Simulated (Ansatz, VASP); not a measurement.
**AlNi3Sb: VASP beside Ansatz**

Contents of INCAR:

```
SYSTEM = AlNi3Sb
PREC = Accurate ; ENCUT = 520
EDIFF = 1E-7 ; ISMEAR = -1
SIGMA = 0.05 ; LREAL = .False.
LASPH = .True. ; NELM = 150
ALGO = Normal ; ISIF = 2
LWAVE = .False. ; LCHARG = .False.
ISPIN = 2 ; MAGMOM = 0 1 1 1 0
LORBIT = 11 ; LMAXMIX = 4
GGA = PE ; NBANDS = 31
```

The input KPOINTS:

```
Automatic mesh
0
Gamma
  8 8 6
  0 0 0
```

POSCAR

```
AlNi3Sb
1.0
    4.1732165405      0.0000000000      0.0000000000
   -2.0866082703      3.6141115396      0.0000000000
    0.0000000000      0.0000000000      5.0034431368
Sb Ni Al
1 3 1
Direct
    0.3333333333      0.6666666667      0.5000000000
    0.6666666667      0.3333333333      0.5000000000
    0.0000000000      0.0000000000      0.2442620000
    0.0000000000      0.0000000000      0.7557380000
    0.6666666667      0.3333333333      0.0000000000
```

input.yaml

```yaml
crystal:
  lattice:
    - [4.1732165405, 0.0, 0.0]
    - [-2.0866082703, 3.6141115396, 0.0]
    - [0.0, 0.0, 5.0034431368]
  atoms:
    - { symbol: Sb, position: [0.3333333333, 0.6666666667, 0.5] }
    - { symbol: Ni, position: [0.6666666667, 0.3333333333, 0.5], spin: 1.0 }
    - { symbol: Ni, position: [0.0, 0.0, 0.244262], spin: 1.0 }
    - { symbol: Ni, position: [0.0, 0.0, 0.755738], spin: 1.0 }
    - { symbol: Al, position: [0.6666666667, 0.3333333333, 0.0] }
hamiltonian:
  xc: pbe
  pseudopotentials: { kind: paw }
magnetization:
  spin_polarized: true
kpoints:
  mp_grid: { grid: [8, 8, 6] }
scf:
  occupations: { method: fermi_dirac, width: 0.05 }
output:
  forces: true
  stress: true
  eigenvalues: true
```

Change from the starting cell: volume scaled by 1.04.

Alike in both runs: task single point; functional PBE; k mesh 8 × 8 × 6; occupations fermi-dirac, width 0.05 eV; collinear spin, ferromagnetic start.

```csv
,VASP,Ansatz
version,VASP 6.6.1,Ansatz 0.2.0
potentials or method,"VASP PAW PBE potentials, release 64 (Sb, Ni, Al)",Ansatz PAW
plane-wave cutoff (eV),520,420
valence electrons in the cell,38,72
```

Ansatz gave:

```
gap on the k mesh at the Fermi level (eV)       : none
pressure (GPa)                                  : -3.6
largest component of the traceless stress (GPa) : 0.41
rms of the force components (eV/Å)              : 0.016
net moment per atom (μB)                        : 0.00
```

Q: Estimate VASP's values.

A: gap on the k mesh at the Fermi level (eV): none; pressure (GPa): -3.7; largest component of the traceless stress (GPa): 0.50; rms of the force components (eV/Å): 0.017; net moment per atom (μB): 0.00.

Atom by atom the forces differ by 0.001 eV/Å (rms over components). A gap of «none» marks a metal or a gap that the smearing closes. The two sets of potentials don't hold the same shells in valence.

Caveats: the starting moments weren't kept (Ansatz). Spin-orbit coupling is left out, which matters for the levels of Sb.
